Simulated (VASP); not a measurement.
Consider the following.

```
CELL_PARAMETERS angstrom
      0.00000     2.27945     2.27945
      2.27945     0.00000     2.27945
      2.27945     2.27945     0.00000
ATOMIC_POSITIONS crystal
  Pb 0.00000 0.00000 0.00000
```

All values below come from PBEsol GGA, VASP's PBE PAW potentials (set 64) (plane waves; VASP 6.6.1). Numerical set-up: 500 eV cut-off, 14×14×14 Γ-centred mesh, first-order Methfessel-Paxton smearing of 0.10 eV, potentials Pb_d.

Unless said otherwise, spin-orbit coupling is left out, though it shifts the bands of the heavy elements here.

Problem. Estimate the energy per atom (σ→0), pressure, band gap (on the k-mesh) with the smallest direct gap where there is one.

Solution. 
```json
{
  "band gap (on the k-mesh)": "none (metal, semimetal or under 0.01 eV)",
  "energy per atom (σ→0)": "-3.681 eV/atom",
  "pressure": "20.10 GPa"
}
```

Only differences to runs with the same potentials and settings are physical.

The compound is Pb in the fcc structure. It was relaxed first under an external pressure of 20 GPa.
